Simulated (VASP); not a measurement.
Computed with PBE GGA, VASP's PBE PAW potentials (set 64) (plane waves; VASP).

VASP ran on this input.

File POSCAR:
```
Ni
1
    0.0000000000     1.7600000000     1.7600000000
    1.7600000000     0.0000000000     1.7600000000
    1.7600000000     1.7600000000     0.0000000000
Ni
1
Direct
  0.0000000000   0.0000000000   0.0000000000
```

**KPOINTS**
```
Regular mesh
0
G
  19 19 19
0 0 0
```

### INCAR
```
SYSTEM  =  Ni
PREC  =  Accurate; ENCUT  =  400; LREAL  =  F
LASPH  =  T
EDIFF  =  1E-6; NELM  =  100; ALGO  =  Normal
LMAXMIX  =  4
ISMEAR  =  1; SIGMA  =  0.1
GGA  =  PE
ISPIN  =  2; MAGMOM  =  0.8
ISIF  =  2
LWAVE  =  F; LCHARG  =  F; LORBIT  =  10
```

POTCAR, in this order: Ni (PBE.64 set). Program: vasp_std.

Gaps are read on the run's mesh, which can miss a band edge.

Estimate the energy per atom (σ→0), cell moment, band gap (on the k-mesh).

- energy per atom (σ→0): -5.470 eV/atom
- cell moment: 0.65 μB
- band gap (on the k-mesh): none (metal, semimetal or under 0.01 eV)

### OSZICAR
```
...
DAV:   6    -0.581970743129E+01    0.68015E+00   -0.16932E+01  8323   0.671E+01    0.609E+00
DAV:   7    -0.548787145758E+01    0.33184E+00   -0.28477E+00  8353   0.257E+01    0.194E+00
DAV:   8    -0.547323256126E+01    0.14639E-01   -0.17053E-02 11331   0.150E+00    0.100E+00
DAV:   9    -0.547051254210E+01    0.27200E-02   -0.22608E-03 11387   0.485E-01    0.261E-01
DAV:  10    -0.546996858711E+01    0.54395E-03   -0.64302E-04 11464   0.240E-01    0.413E-02
DAV:  11    -0.546996397816E+01    0.46090E-05   -0.82747E-05 10020   0.118E-01    0.259E-02
DAV:  12    -0.546996442087E+01   -0.44271E-06   -0.17255E-06  5108   0.195E-02
   1 F= -.54699644E+01 E0= -.54701227E+01  d E =0.474884E-03  mag=     0.6549
```

The compound is Ni in the fcc structure. The cell was not relaxed at this level. The run is one of a series of settings (KPOINTS 19×19×19 Γ-centred mesh against the base run), some of them coarse on purpose.
